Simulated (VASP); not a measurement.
## In3SbTe4 under changes of volume

One of the cells (31.986 Å³/atom); the others are scaled copies at fixed shape and fractional positions:

```
Te Sb In
1.0
    -4.19773    4.19773    3.63045
     4.19773   -4.19773    3.63045
     4.19773    4.19773   -3.63045
Te Sb In
4 1 3
Direct
  0.44095 0.55905 0.50000
  0.05905 0.94095 0.50000
  0.55905 0.05905 0.11810
  0.94095 0.44095 0.88190
  0.00000 0.00000 0.00000
  0.00000 0.50000 0.50000
  0.50000 0.00000 0.50000
  0.50000 0.50000 0.00000
```

The cell comes from a database or a generator and needn't be the stable form of this composition.

| Item | Value |
| --- | --- |
| Program | VASP 6.6.1 |
| Functional | PBE |
| Potentials or basis | VASP PAW PBE potentials, release 64 (Te, Sb, In_d) |
| Cutoff | 520 eV |
| k mesh | 5 × 5 × 5 |
| Occupations | fermi-dirac, width 0.05 eV |
| Spin | no spin polarisation |

```csv
volume (Å³/atom),energy over the lowest point (meV/atom),pressure (GPa),largest force (eV/Å)
29.477,17.45,3.1,0.495
30.104,?,?,?
30.732,1.46,1.0,0.241
31.986,0.00,-0.6,0.028
32.613,3.75,-1.3,0.064
33.240,10.04,-1.9,0.150
```

Question: What does the run at 30.104 Å³/atom give?

Answer: Energy over the lowest point 7.42 meV/atom; pressure 2.0 GPa; largest force 0.362 eV/Å.

Worked out: A Birch-Murnaghan fit of order 3 (a polynomial in V^(-2/3)) to the other rows has its minimum at 31.49 Å³/atom with B0 = V·E''(V) = 40 GPa and B' = 4.9 at fixed shape and positions, which overstates the stiffness. It gives 7.43 meV/atom at 30.104 Å³/atom, against the run's 7.42, and -dE/dV = 2.0 GPa, against 2.0.

Energies are extrapolated to zero smearing.
